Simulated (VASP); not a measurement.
Take SrO (rock salt), without spin-orbit terms, in VASP with PAW potentials, and its band gap. The mesh is coarse and the basis finite, so the quasiparticle values are not converged.

**Question.** One run gives 4.95 eV. Which level is it?
A) PBE (own cell)
B) G0W0@PBE (starting cell)
C) PBE-D3(BJ) (starting cell)
D) AM05 (own cell)

**Answer.** B, G0W0@PBE (starting cell).  The others give 3.23 (AM05 (own cell)), 3.28 (PBE (own cell)), 3.27 (PBE-D3(BJ) (starting cell)).

Only levels that ran to the end are used. Left out are those held back, those with too coarse a band path, GW runs whose mesh misses a band edge, hybrids' fits of cells that aren't cubic and levels without matching references; a question may draw on a part of the rest.

The compound is SrO in the rock salt structure.
